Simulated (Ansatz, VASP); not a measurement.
# Cross-check of SiBi between VASP and Ansatz, part 2 of 2

One calculation is typed for both programs; each brings its own data sets. How far apart do they land? The cell is generated by rule, not measured, and may not be a known phase. Of the first pair: The structure shown is the end of the Ansatz relaxation below.

VASP 6.6.1 and Ansatz 0.2.0.

So far. Step 3 (VASP: single point, PBE with D4): The run ends at a pressure of 2.23 GPa.

### Step 5. VASP: relaxation of cell and atoms, PBE with D4

Level of this step: PBE with D4; plane waves and PAW (Si, Bi_d); invented cell (VASP).

The relaxed volume is the usual yardstick between codes: in a stiff, nearly cubic crystal its relative difference is about their pressure difference at one cell divided by the bulk modulus. Its start cell is another than that of the pair before, and may be another structure of the material.

Input file INCAR:

```
SYSTEM = SiBi
PREC = Accurate
ENCUT = 500
EDIFF = 1E-07
NELM = 120
ISMEAR = 1
SIGMA = 0.15
LREAL = .FALSE.
ALGO = Normal
GGA = PE
IVDW = 13
NBANDS = 15
LORBIT = 11
LWAVE = .FALSE.
LCHARG = .FALSE.
ISIF = 3
IBRION = 2
NSW = 80
EDIFFG = -0.005
LASPH = .TRUE.
GGA_COMPAT = .FALSE.
NELMIN = 4
KPAR = 2
```

Input file POSCAR:

```
SiBi
1.0
    2.0480320000      1.1824300000      3.3487380000
   -2.0480320000      1.1824300000      3.3487380000
    0.0000000000     -2.3648660000      3.3487360000
Si Bi
1 1
Direct
    0.0000000000      0.0000000000      0.0000000000
    0.5000001410      0.5000001410      0.4999997181
```

Input file KPOINTS:

```
Automatic mesh
0
Gamma
12 12 12
0 0 0
```

PAW data sets: Si and Bi_d (PBE family, release 64).

Started as:

```bash
$ mpirun -np 2 vasp_std
```

Numbers of over 12 decimals in the logs are rounded to 6 here.

The log of the run:

```text
[... set-up lines as in an earlier step ...]
 entering main loop
       N       E                     dE             d eps       ncg     rms          rms(c)
DAV:   1     0.132285293538E+03    0.13229E+03   -0.95537E+03  5685   0.129E+03
DAV:   2    -0.219727443573E+00   -0.13251E+03   -0.12966E+03  5943   0.342E+02
DAV:   3    -0.827014051579E+01   -0.80504E+01   -0.79875E+01  7539   0.855E+01
DAV:   4    -0.845784729296E+01   -0.18771E+00   -0.18766E+00  7042   0.142E+01
[...]
DAV:  11    -0.841908692071E+01    0.83251E-07   -0.66483E-06  7581   0.253E-02    0.158E-03
DAV:  12    -0.841908706514E+01   -0.14443E-06   -0.84441E-07  7252   0.796E-03    0.679E-04
DAV:  13    -0.841908706877E+01   -0.36334E-08   -0.20642E-08  4907   0.148E-03
   1 F= -.93526916E+01 E0= -.93525200E+01  d E =-.935269E+01
[...]
N       E                     dE             d eps       ncg     rms          rms(c)
DAV:   1    -0.841842769259E+01    0.65937E-03   -0.43513E-03  7448   0.106E+00    0.665E-02
[...]
DAV:   5    -0.841826656073E+01   -0.10633E-05   -0.52718E-07  7528   0.962E-03    0.979E-04
DAV:   6    -0.841826668574E+01   -0.12501E-06   -0.42375E-08  3850   0.303E-03    0.305E-04
DAV:   7    -0.841826661700E+01    0.68734E-07   -0.90279E-09  3619   0.109E-03
   2 F= -.93526971E+01 E0= -.93525225E+01  d E =-.552824E-05
 trial-energy change:   -0.000006  1 .order   -0.000003   -0.000013    0.000007
 step:   0.7805(harm=  0.6434)  dis= 0.00000  next Energy=    -9.352698 (dE=-0.628E-05)
[...]
N       E                     dE             d eps       ncg     rms          rms(c)
DAV:   1    -0.841845632008E+01   -0.18963E-03   -0.20992E-04  7448   0.234E-01    0.146E-02
DAV:   2    -0.841845014241E+01    0.61777E-05   -0.12517E-05  7119   0.589E-02    0.614E-03
DAV:   3    -0.841844875394E+01    0.13885E-05   -0.49586E-06  8740   0.341E-02    0.689E-04
DAV:   4    -0.841844857738E+01    0.17656E-06   -0.10065E-07  3731   0.304E-03    0.414E-04
DAV:   5    -0.841844840007E+01    0.17731E-06   -0.43330E-08  3493   0.321E-03    0.301E-04
DAV:   6    -0.841844835328E+01    0.46794E-07   -0.10405E-08  3318   0.156E-03
   3 F= -.93526980E+01 E0= -.93525241E+01  d E =-.641953E-05
[...]
reached required accuracy - stopping structural energy minimisation
```

Parts of OUTCAR (step 5):

```text
  Edisp (eV):   -0.93425

  Total       0.00573     0.00573    -0.00030     0.00000     0.00000     0.00000
  in kB       0.18892     0.18892    -0.00989     0.00000     0.00000     0.00000
  external pressure =        0.12 kB  Pullay stress =        0.00 kB

 POSITION                                       TOTAL-FORCE (eV/Angst)
 -----------------------------------------------------------------------------------
      0.00000     -0.00000      0.00000        -0.000000     -0.000000      0.000000
      0.00000     -0.00000      5.02147         0.000000      0.000000      0.000000
 -----------------------------------------------------------------------------------
    total drift:                               -0.000000     -0.000975     -0.000000

  FREE ENERGIE OF THE ION-ELECTRON SYSTEM (eV)
  ---------------------------------------------------
  free  energy   TOTEN  =        -9.3526980298 eV

  energy  without entropy=       -9.3521761938  energy(sigma->0) =       -9.35252408

 reached required accuracy - stopping structural energy minimisation

[... 1 part as in an earlier step ...]

[... 2 further parts left out ...]
[key lines of the parts left out:]
E-fermi :   7.6622
```

### Step 6. Ansatz: relaxation of cell and atoms, PBE with D4

The same cell, functional, mesh and smearing now go to Ansatz, which takes its cutoff from its data sets.

The cell is taken from a series of runs on this material, whose earlier steps may have relaxed, scaled, displaced or heated it; both programs get it as it stands.

Input file input.yaml:

```yaml
crystal:
  lattice:
    - [2.0480322179, 1.1824303255, 3.3487377122]
    - [-2.0480322179, 1.1824303255, 3.3487377122]
    - [0.0, -2.3648655313, 3.3487359889]
  atoms:
    - { symbol: Si, position: [0.0, 0.0, 0.0] }
    - { symbol: Bi, position: [0.5, 0.5, 0.5] }
kpoints:
  mp_grid: { grid: [12, 12, 12] }
hamiltonian:
  xc: pbe
  dispersion: d4
scf:
  occupations: { method: methfessel_paxton, width: 0.15 }
output:
  forces: true
  stress: true
  eigenvalues: true
relax:
  adjacent_minimum: "off"
  f_tol: 0.001
  max_steps: 60
  cell: { stress_tol: 0.01 }
```

Started as:

```bash
$ ansatz run input.yaml --threads 4 --pin off --max-ram 7168MiB --backend cpu --events-out ev --progress --plain --runs-dir out
```

The log of the run:

```text
[...]
Crystal: 2 atoms, lattice volume = 48.657 Å³
Basis set: ecut = 420 eV, 941 PW (Γ), exchange–correlation on 60×60×60 points (8 copies of the dense FFT grid, shifted against one another)
Bands: 14, of which v1, the nominal top of the filled ones, is band 10 counted from 1 (9 counted from 0)
Symmetry: 12 space group operations
[...]
k-points: 189 of 1728
[...]
k-point 188: bands = [... 6 lower, 1.6960, 10.3500, 10.3500, 10.8422, 10.8422, 11.4971, 11.6983, 19.5913]
--- Relaxed structure (3 steps of the walk, 3 accepted, 1 SCFs on fresh bases) ---
[...]
cell:  # Å, volume = 48.6490 Å³
    - [2.048675, 1.182801, 3.346087]
    - [-2.048675, 1.182801, 3.346087]
    - [0, -2.365607, 3.346085]
  atoms:
    - { symbol: Si, position: [0, 0, 0] }
    - { symbol: Bi, position: [0.500000, 0.500000, 0.500000] }
[key lines of the parts left out:]
SCF converged after 6 iterations
Free energy (F): -13032.405810 eV
Fermi energy:    10.268246 eV
P = ⅓ Tr σ = 0.0037 GPa (0.037 kbar)
```

### Step 7. Side by side

What differs besides the data sets and the points named for the pairs above, as far as they apply: Ansatz adds a Pulay correction to the stress that steers its cell, VASP none. Total energies have different zeros and are not compared.

The two programs side by side:

```csv
quantity,Ansatz,VASP,difference
volume (Å³),48.65,48.62,+0.06 %
"edge a after relaxation, in the typed setting (Å)",4.098,4.098,-0.01 %
```

### Step 8. VASP: zone-centre phonons, PBE with D4

Second derivatives magnify differences that forces hide, and they need a tight electronic threshold.

Input file INCAR:

```
SYSTEM = SiBi
PREC = Accurate
ENCUT = 500
EDIFF = 1E-08
NELM = 120
ISMEAR = 1
SIGMA = 0.15
LREAL = .FALSE.
ALGO = Normal
GGA = PE
IVDW = 13
NBANDS = 15
LORBIT = 11
LWAVE = .FALSE.
LCHARG = .FALSE.
ISIF = 2
IBRION = 6
NFREE = 2
POTIM = 0.015
NSW = 1
LASPH = .TRUE.
GGA_COMPAT = .FALSE.
KPAR = 2
```

Input file POSCAR:

```
SiBi
1.0
    2.0486745190      1.1828011595      3.3460871524
   -2.0486745190      1.1828011595      3.3460871524
    0.0000000000     -2.3656071955      3.3460854286
Si Bi
1 1
Direct
    0.0000000000      0.0000000000      0.0000000000
    0.5000000000      0.5000000000      0.5000000000
```

KPOINTS is that of step 5.

Started as:

```bash
$ mpirun -np 2 vasp_std
```

The log of the run:

```text
[... set-up lines as in an earlier step ...]
 entering main loop
       N       E                     dE             d eps       ncg     rms          rms(c)
DAV:   1     0.132642231152E+03    0.13264E+03   -0.95157E+03  5670   0.129E+03
DAV:   2    -0.108662416255E+00   -0.13275E+03   -0.12969E+03  5978   0.346E+02
DAV:   3    -0.826638956961E+01   -0.81577E+01   -0.80878E+01  7497   0.859E+01
DAV:   4    -0.845748644791E+01   -0.19110E+00   -0.19096E+00  7010   0.143E+01
[...]
DAV:  11    -0.841894461634E+01    0.13141E-06   -0.68229E-06  7539   0.258E-02    0.159E-03
DAV:  12    -0.841894475560E+01   -0.13926E-06   -0.85141E-07  7231   0.801E-03    0.681E-04
DAV:  13    -0.841894475887E+01   -0.32683E-08   -0.21990E-08  6375   0.151E-03
   1 F= -.93526963E+01 E0= -.93525225E+01  d E =-.521393E-03
[... from here on, the cycles between the ionic steps are left out ...]
   2 F= -.93524875E+01 E0= -.93523164E+01  d E =-.513398E-03
   3 F= -.93524875E+01 E0= -.93523164E+01  d E =-.513403E-03
   4 F= -.93524881E+01 E0= -.93523171E+01  d E =-.513107E-03
   5 F= -.93524881E+01 E0= -.93523171E+01  d E =-.513105E-03
   6 F= -.93524848E+01 E0= -.93523137E+01  d E =-.513397E-03
   7 F= -.93524848E+01 E0= -.93523136E+01  d E =-.513399E-03
   8 F= -.93524852E+01 E0= -.93523142E+01  d E =-.513105E-03
   9 F= -.93524852E+01 E0= -.93523142E+01  d E =-.513110E-03
 Finite differences progress:
  Degree of freedom:   4/  4
  Displacement:        2/  2
  Total:               8/  8
```

OUTCAR, selected parts (step 8):

```text
  Edisp (eV):   -0.93375

  Total      -0.00736    -0.00736    -0.00597     0.00000    -0.00000    -0.00000
  in kB      -0.24229    -0.24229    -0.19651     0.00000    -0.00000    -0.00000
  external pressure =       -0.23 kB  Pullay stress =        0.00 kB

 POSITION                                       TOTAL-FORCE (eV/Angst)
 -----------------------------------------------------------------------------------
      0.00000      0.00000      0.00000         0.000000      0.000000     -0.027871
      0.00000     -0.00000      5.00413         0.000000     -0.000000      0.027871
 -----------------------------------------------------------------------------------
    total drift:                               -0.000000      0.000007      0.000349

  FREE ENERGIE OF THE ION-ELECTRON SYSTEM (eV)
  ---------------------------------------------------
  free  energy   TOTEN  =        -9.3524851942 eV

  energy  without entropy=       -9.3519720847  energy(sigma->0) =       -9.35231416

[... 1 part as in an earlier step ...]

[... 2 further parts left out ...]
[key lines of the parts left out:]
E-fermi :   7.6551
```

Levels, forces or a CONTCAR printed for this step are those of its last displaced cell, not of the structure at rest.

### Step 9. Ansatz: zone-centre phonons, PBE with D4

The same cell, functional, mesh and smearing now go to Ansatz, which takes its cutoff from its data sets.

The cell is taken from a series of runs on this material, whose earlier steps may have relaxed, scaled, displaced or heated it; both programs get it as it stands.

input.yaml, the sections that differ from step 6:

```yaml
crystal:
  lattice:
    - [2.048674519, 1.1828011595, 3.3460871524]
    - [-2.048674519, 1.1828011595, 3.3460871524]
    - [0.0, -2.3656071955, 3.3460854286]
  atoms:
    - { symbol: Si, position: [0.0, 0.0, 0.0] }
    - { symbol: Bi, position: [0.5, 0.5, 0.5] }
output:
  eigenvalues: true
phonons:
  method: dfpt
# kpoints, hamiltonian, scf: as in step 6
# relax: removed
```

Started as:

```bash
$ ansatz run input.yaml --threads 4 --pin off --max-ram 7168MiB --backend cpu --events-out ev --progress --plain --runs-dir out
```

The log of the run:

```text
[...]
Crystal: 2 atoms, lattice volume = 48.649 Å³
Basis set: ecut = 420 eV, 941 PW (Γ), exchange–correlation on 60×60×60 points (8 copies of the dense FFT grid, shifted against one another)
Bands: 14, of which v1, the nominal top of the filled ones, is band 10 counted from 1 (9 counted from 0)
Symmetry: 12 space group operations
k-points: 476 of 1728 (irreducible under 2 space group operations, time reversal used)
[...]
ASR residual per site (eV/Å²): 3.26e-6 2.40e-6
  Γ frequencies (cm⁻¹): 0.00 0.00 0.00 142.72 142.91 142.91
  non-analytic LO–TO correction: not included (Born effective charges unavailable; polar crystals: no LO–TO splitting at Γ)
[key lines of the parts left out:]
SCF converged after 10 iterations
Free energy (F): -13032.405810 eV
Fermi energy:    10.268246 eV
```

### Step 10. Side by side

What differs besides the data sets and the points named for the pairs above, as far as they apply: Ansatz takes the dispersion share of the force constants at frozen C6 weights, VASP differentiates the full forces; VASP uses finite displacements, Ansatz perturbation theory. Total energies have different zeros and are not compared.

The two programs side by side:

```csv
quantity,Ansatz,VASP,difference
optical mode 1 (cm⁻¹),142.7,142.5,+0.17 %
optical mode 2 to 3 (cm⁻¹),142.9,142.7,+0.15 %
```

Modes are paired by rising frequency, not by their patterns, so a pair may set unlike modes beside each other; they are those without the splitting of longitudinal modes.

### Step 11. Summary of results

```
difference in pressure (single point, PBE with D4)                                                                        : 0.0043 GPa
difference in volume (relaxation of cell and atoms, PBE with D4)                                                          : 0.057 %
r.m.s. difference of the optical zone-centre modes, each program's sorted by frequency (zone-centre phonons, PBE with D4) : 0.22 cm⁻¹
```

**Reading.** The difference in volume is 0.057 % (relaxation of cell and atoms, PBE with D4), within the 1.2 % picked in this series as the mark of a large difference, as far as the stopping tolerances let one tell. 2 further runs of this series are not shown here. Such differences can come from data sets, numerical settings and the points named under the comparisons, not from the functional's error against experiment.

[Lines on the potential files, build, host, timing and source positions are cut from VASP's logs without a mark.]

[Logs are printed without paths, hosts, clocks, repeated set-up lines and the standing remarks that a program may print on its own settings, such as how far it seeks lower states.]

[Hosts, paths, dates, database ids (printed as entryN), source tags and the programs' standing remarks are cut or masked in the printed files.]
